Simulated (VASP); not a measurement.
# Lattice of InP across functionals and dispersion corrections

Which functional gives the lattice of InP as experiment finds it, and is a dearer one worth its cost? The levels: LDA, PBE, r2SCAN, PBE + D3(BJ), r2SCAN + rVV10, vdW-DF-cx, rev-vdW-DF2 and RPBE. LASPH is on for some levels and off for others; the table marks which. The start is a cell from a database of measured crystal structures.

Calculated with VASP 6.6.1; LDA; plane waves and PAW (In_d, P), in the first sound run; inputs show where later runs differ.

Most raw output is cut from this account.

The database entry behind the starting cell differs from later determinations by our own check (0.1 to 0.3 % short, probably kX units), so it need not match the best structure at ambient conditions.

## Step 1: The structure

Before any relaxation, the start is as follows. Symmetry: F-43m, No. 216, cubic system. Conventional cell: a = 5.861 Å, b = 5.861 Å, c = 5.861 Å, α = 90.00°, β = 90.00°, γ = 90.00°. Nearest to In lie 4 P at 2.54 Å. Nearest to P lie 4 In at 2.54 Å. Farther neighbours are not listed.

As a file:

```cif
data_structure
_symmetry_space_group_name_H-M 'F-43m'
_symmetry_Int_Tables_number 216
_cell_length_a 5.8610
_cell_length_b 5.8610
_cell_length_c 5.8610
_cell_angle_alpha 90.000
_cell_angle_beta 90.000
_cell_angle_gamma 90.000
_cell_volume 201.33
loop_
_atom_site_label
_atom_site_type_symbol
_atom_site_symmetry_multiplicity
_atom_site_Wyckoff_symbol
_atom_site_fract_x
_atom_site_fract_y
_atom_site_fract_z
_atom_site_occupancy
In1 In 4 a 0.00000 0.00000 0.00000 1
P1 P 4 d 0.25000 0.25000 0.75000 1
```

## Step 2: Relaxation with LDA

The start need not lie at this functional's minimum. ISIF = 3 frees volume, shape and positions, and EDIFFG sets the threshold on forces and stress at which the search stops. LDA, the lowest rung, knows the local density alone.

File INCAR:

```
SYSTEM = InP
PREC = Accurate
ENCUT = 520
EDIFF = 1E-06
NELM = 100
ISMEAR = -1
SIGMA = 0.05
LREAL = .FALSE.
ALGO = Normal
GGA = CA
NBANDS = 15
LORBIT = 11
LWAVE = .FALSE.
LCHARG = .FALSE.
KPAR = 2
IBRION = 2
NSW = 60
ISIF = 3
EDIFFG = -0.01
```

File POSCAR:

```
InP
1.0
    0.0000000000      2.9305000000      2.9305000000
    2.9305000000      0.0000000000      2.9305000000
    2.9305000000      2.9305000000      0.0000000000
In P
1 1
Direct
    0.0000000000      0.0000000000      0.0000000000
    0.2500000000      0.2500000000      0.2500000000
```

File KPOINTS:

```
Automatic mesh
0
Gamma
7 7 7
0 0 0
```

Potentials, in the order of the species: In_d and P (PBE family, release 64).

On the command line:

```bash
> mpirun -np 2 vasp_std
```

Run time: 6 s. Hardware: 2 MPI ranks of Intel Xeon 6975P-C (Granite Rapids), shared host; peak memory 0.31 GiB; 11 s of CPU time.

The gap is read on the k-mesh alone, so it is an upper bound where the band edges lie off the mesh, and a coarse mesh can show a gap where there is none. The PAW data sets were made with PBE, though LDA sets exist; this is a small mismatch. The run keeps the 24 symmetry operations of its start, so it cannot find a distortion of lower symmetry.

Relaxation path:

```csv
step,energy less that of the first step (eV),largest force (eV/Å),pressure (GPa),volume (Å³)
1,0.0000,0.0000,-1.04,50.33
2,-0.0016,0.0000,0.61,49.16
3,-0.0024,0.0000,0.02,49.59
```

```csv
"conventional cell, symmetrised",before,after,change
a (Å),5.861,5.832,-0.5 %
b (Å),5.861,5.832,-0.5 %
c (Å),5.861,5.832,-0.5 %
volume (Å³/atom),25.17,24.80,-1.5 %
```

The relaxed structure:

```xyz
2
Lattice="0.0000 2.9161 2.9161 2.9161 0.0000 2.9161 2.9161 2.9161 0.0000" Properties=species:S:1:pos:R:3 pbc="T T T"
In    0.0000    0.0000    0.0000
P     1.4580    1.4580    1.4580
```

Numbers from this step:

```
electrons                              : 18
bands                                  : 15
irreducible k-points                   : 20
symmetry operations                    : 24
free energy (TOTEN)                    : -9.715 eV
Fermi energy                           : 5.448 eV
pressure                               : 0.01563 GPa
metallic, judged on the points sampled : no
valence top at k                       : 0, 0, 0
conduction bottom at k                 : 0, 0, 0
least direct gap at k                  : 0, 0, 0
SCF cycles over all ionic steps        : 26
gap on the k-mesh                      : 0.5900 eV
least direct gap on the k-mesh         : 0.5900 eV
```

It ends with forces that vanish by symmetry and a pressure of 0.02 GPa. The volume lies -1.5 % from that of the database's start, part of which can be the thermal and zero-point expansion of its experiment. The conventional cell has a = 5.832 Å.

## Step 3: Relaxation with PBE

This step: PBE; plane waves and PAW (In_d, P) (VASP 6.6.1).

PBE, the usual starting point, adds the gradient of the density.

INCAR, as its differences from that of step 2:

```diff
@@ -9,3 +9,3 @@
 ALGO = Normal
-GGA = CA
+GGA = PE
 NBANDS = 15
```

POSCAR is that of step 2.

KPOINTS is that of step 2.

On the command line:

```bash
> mpirun -np 2 vasp_std
```

Run time: 8.2 s. Hardware: 2 MPI ranks; peak memory 0.35 GiB.

The steps of the relaxation:

```csv
step,energy less that of the first step (eV),largest force (eV/Å),pressure (GPa),volume (Å³)
1,0.0000,0.0000,3.27,50.33
2,-0.0190,0.0000,-1.36,54.17
3,-0.0247,0.0000,0.01,52.87
```

```csv
"conventional cell, symmetrised",before,after,change
a (Å),5.861,5.958,+1.7 %
b (Å),5.861,5.958,+1.7 %
c (Å),5.861,5.958,+1.7 %
volume (Å³/atom),25.17,26.43,+5.0 %
```

Final coordinates:

```xyz
2
Lattice="0.0000 2.9789 2.9789 2.9789 0.0000 2.9789 2.9789 2.9789 0.0000" Properties=species:S:1:pos:R:3 pbc="T T T"
In    0.0000    0.0000    0.0000
P     1.4894    1.4894    1.4894
```

This step gave:

| Quantity | Value |
| --- | --- |
| free energy (TOTEN) | -8.402 eV |
| Fermi energy | 4.921 eV |
| pressure | 0.01210 GPa |
| SCF cycles over all ionic steps | 31 |
| gap on the k-mesh | 0.4426 eV |
| least direct gap on the k-mesh | 0.4426 eV |

It ends at 26.43 Å³/atom, +5.0 % from the start, with 0.01 GPa left. The conventional cell has a = 5.958 Å.

## Step 4: Relaxation with r2SCAN

This step: r2SCAN; plane waves and PAW (In_d, P) (VASP 6.6.1).

r2SCAN adds the kinetic-energy density, costs more than a GGA and is run with LASPH.

INCAR, as its differences from that of step 3:

```diff
@@ -9,3 +9,4 @@
 ALGO = Normal
-GGA = PE
+METAGGA = R2SCAN
+LASPH = .TRUE.
 NBANDS = 15
```

POSCAR is that of step 3.

KPOINTS is that of step 3.

On the command line:

```bash
> mpirun -np 2 vasp_std
```

Elapsed: 33 s, on 2 MPI ranks; peak memory 0.36 GiB; 64 s of CPU time.

The PAW data sets were made with PBE, which is usual practice but a small mismatch for other functionals.

Step by step:

```csv
step,energy less that of the first step (eV),largest force (eV/Å),pressure (GPa),volume (Å³)
1,0.0000,0.0000,1.60,50.33
2,-0.0030,0.0000,-0.97,52.18
3,-0.0053,0.0000,0.02,51.43
```

```csv
"conventional cell, symmetrised",before,after,change
a (Å),5.861,5.903,+0.7 %
b (Å),5.861,5.903,+0.7 %
c (Å),5.861,5.903,+0.7 %
volume (Å³/atom),25.17,25.71,+2.2 %
```

Final coordinates:

```xyz
2
Lattice="0.0000 2.9516 2.9516 2.9516 0.0000 2.9516 2.9516 2.9516 0.0000" Properties=species:S:1:pos:R:3 pbc="T T T"
In    0.0000    0.0000    0.0000
P     1.4758    1.4758    1.4758
```

It ends at 25.71 Å³/atom, +2.2 % from the start, with 0.02 GPa left. The conventional cell has a = 5.903 Å.

## Step 5: Relaxation with PBE + D3(BJ)

This step: PBE with D3(BJ); plane waves and PAW (In_d, P) (VASP 6.6.1).

A dispersion term adds the long-range attraction that semilocal functionals lack. D3 with Becke-Johnson damping keeps a finite attraction at short range.

INCAR, as its differences from that of step 4:

```diff
@@ -9,4 +9,4 @@
 ALGO = Normal
-METAGGA = R2SCAN
-LASPH = .TRUE.
+GGA = PE
+IVDW = 12
 NBANDS = 15
```

POSCAR is that of step 4.

KPOINTS is that of step 4.

On the command line:

```bash
> mpirun -np 2 vasp_std
```

Run time: 7.4 s. Hardware: 2 MPI ranks; peak memory 0.36 GiB.

Step by step:

```csv
step,energy less that of the first step (eV),largest force (eV/Å),pressure (GPa),volume (Å³)
1,0.0000,0.0000,1.06,50.33
2,-0.0019,0.0000,-0.54,51.56
3,-0.0026,0.0000,0.01,51.14
```

```csv
"conventional cell, symmetrised",before,after,change
a (Å),5.861,5.892,+0.5 %
b (Å),5.861,5.892,+0.5 %
c (Å),5.861,5.892,+0.5 %
volume (Å³/atom),25.17,25.57,+1.6 %
```

Final coordinates:

```xyz
2
Lattice="0.0000 2.9460 2.9460 2.9460 0.0000 2.9460 2.9460 2.9460 0.0000" Properties=species:S:1:pos:R:3 pbc="T T T"
In    0.0000    0.0000    0.0000
P     1.4730    1.4730    1.4730
```

It ends at 25.57 Å³/atom, +1.6 % from the start, with 0.01 GPa left. The conventional cell has a = 5.892 Å. Against plain PBE, the dispersion term moves a by -1.1 %.

## Step 6: Relaxation with r2SCAN + rVV10

This step: r2SCAN with rVV10; plane waves and PAW (In_d, P) (VASP 6.6.1).

LUSE_VDW switches on a nonlocal correlation term for dispersion.

INCAR, as its differences from that of step 5:

```diff
@@ -9,4 +9,8 @@
 ALGO = Normal
-GGA = PE
-IVDW = 12
+METAGGA = R2SCAN
+LUSE_VDW = .TRUE.
+IVDW_NL = 2
+BPARAM = 11.95
+CPARAM = 0.0093
+LASPH = .TRUE.
 NBANDS = 15
```

POSCAR is that of step 5.

KPOINTS is that of step 5.

On the command line:

```bash
> mpirun -np 2 vasp_std
```

The job ended after 1.8 min (2 MPI ranks; peak memory 0.63 GiB).

It ends at 25.47 Å³/atom, +1.2 % from the start, with 0.01 GPa left. The conventional cell has a = 5.884 Å. Against plain r2SCAN, the dispersion term moves a by -0.3 %.

## Step 7: Relaxation with vdW-DF-cx

This step: vdW-DF-cx; plane waves and PAW (In_d, P) (VASP 6.6.1).

vdW-DF-cx takes its exchange from the same plasmon model as its correlation.

INCAR, as its differences from that of step 6:

```diff
@@ -9,7 +9,5 @@
 ALGO = Normal
-METAGGA = R2SCAN
+GGA = CX
+AGGAC = 0
 LUSE_VDW = .TRUE.
-IVDW_NL = 2
-BPARAM = 11.95
-CPARAM = 0.0093
 LASPH = .TRUE.
```

POSCAR is that of step 6.

KPOINTS is that of step 6.

On the command line:

```bash
> mpirun -np 2 vasp_std
```

It took 76 s on 2 MPI ranks; peak memory 0.75 GiB.

It ends at 25.62 Å³/atom, +1.8 % from the start, with -0.02 GPa left. The conventional cell has a = 5.896 Å.

## Step 8: Relaxation with rev-vdW-DF2

This step: rev-vdW-DF2; plane waves and PAW (In_d, P) (VASP 6.6.1).

rev-vdW-DF2 revises the exchange of vdW-DF2 for solids.

INCAR, as its differences from that of step 7:

```diff
@@ -9,5 +9,8 @@
 ALGO = Normal
-GGA = CX
+GGA = MK
 AGGAC = 0
 LUSE_VDW = .TRUE.
+PARAM1 = 0.1234
+PARAM2 = 0.711357
+ZAB_VDW = -1.8867
 LASPH = .TRUE.
```

POSCAR is that of step 7.

KPOINTS is that of step 7.

On the command line:

```bash
> mpirun -np 2 vasp_std
```

Run time: 77 s. Hardware: 2 MPI ranks; peak memory 0.75 GiB; 2.5 min of CPU time.

It ends at 26.02 Å³/atom, +3.4 % from the start, with 0.01 GPa left. The conventional cell has a = 5.927 Å.

## Step 9: Relaxation with RPBE

This step: RPBE; plane waves and PAW (In_d, P) (VASP 6.6.1).

RPBE by itself binds more weakly than PBE and expands cells.

INCAR, as its differences from that of step 8:

```diff
@@ -9,9 +9,3 @@
 ALGO = Normal
-GGA = MK
-AGGAC = 0
-LUSE_VDW = .TRUE.
-PARAM1 = 0.1234
-PARAM2 = 0.711357
-ZAB_VDW = -1.8867
-LASPH = .TRUE.
+GGA = RP
 NBANDS = 15
```

POSCAR is that of step 8.

KPOINTS is that of step 8.

On the command line:

```bash
> mpirun -np 2 vasp_std
```

The job ended after 11 s (2 MPI ranks; peak memory 0.34 GiB; 20 s of CPU time).

After so large a change of volume the plane waves of the start cell no longer fit, so the final stress carries a basis-set error.

It ends at 27.21 Å³/atom, +8.1 % from the start, with 0.01 GPa left. The conventional cell has a = 6.015 Å.

## Step 10: The cells as a table

This step: relaxed cells at several levels; plane waves and PAW (VASP 6.6.1).

Derived from the runs above.

Lengths are those of the conventional cell; cost is the wall time of each run, as given at its step, times its ranks, without the set-up around it; LASPH differs between rows, which moves results and costs too. Results by level, by row:

```csv
level,volume (Å³/atom),change from the start (%),a (Å),cost (core minutes),LASPH
LDA,24.8,-1.5,5.832,0.2,off
PBE,26.43,5,5.958,0.273,off
r2SCAN,25.71,2.2,5.903,1.1,on
PBE + D3(BJ),25.57,1.6,5.892,0.247,off
r2SCAN + rVV10,25.47,1.2,5.884,3.6,on
vdW-DF-cx,25.62,1.8,5.896,2.53,on
rev-vdW-DF2,26.02,3.4,5.927,2.57,on
RPBE,27.21,8.1,6.015,0.353,off
```

## Step 11: Results

```
volume, LDA            : 24.80 Å³/atom
volume, PBE            : 26.43 Å³/atom
volume, r2SCAN         : 25.71 Å³/atom
volume, PBE + D3(BJ)   : 25.57 Å³/atom
volume, r2SCAN + rVV10 : 25.47 Å³/atom
volume, vdW-DF-cx      : 25.62 Å³/atom
volume, rev-vdW-DF2    : 26.02 Å³/atom
volume, RPBE           : 27.21 Å³/atom
```

For InP the levels give volumes between 24.80 Å³/atom (LDA) and 27.21 Å³/atom (RPBE), a spread of 9.7 %, while the cost of the finished runs spans a factor of 18. Against the volume of the start, a cell from experiment, r2SCAN + rVV10 comes nearest (+1.2 %) and RPBE lies farthest (+8.1 %); thermal expansion is in that cell alone. Within 2 % of it: LDA, PBE + D3(BJ), r2SCAN + rVV10 and vdW-DF-cx. The costs hold the number of ionic steps as well as the price of the functional. Adding D3(BJ) to PBE changes the volume by -3.3 % (a by -1.1 %). Adding rVV10 to r2SCAN changes the volume by -1.0 % (a by -0.3 %). Within 0.02 Å all end in space group F-43m; the runs can't lower the symmetry of the start. LASPH is on for some levels and off for others, so differences between them are not the functional's alone. Each is a single relaxation on the plane waves of the start cell, so larger changes of volume carry a basis-set error that was not tested here. Zero-point and thermal expansion are not included.

[Lines on the potential files, build, host, timing and source positions are cut from VASP's logs without a mark.]

[Logs are printed without paths, hosts, clocks, repeated set-up lines and the standing remarks that a program may print on its own settings, such as how far it seeks lower states.]

[Hosts, paths, dates, database ids (printed as entryN), source tags and the programs' standing remarks are cut or masked in the printed files.]

[A measured line is paired with the nearest computed mode of its activity, which favours agreement.]

[In band tables of VASP the shares of atoms and orbitals are scaled to a sum of 1 inside the atoms' spheres.]
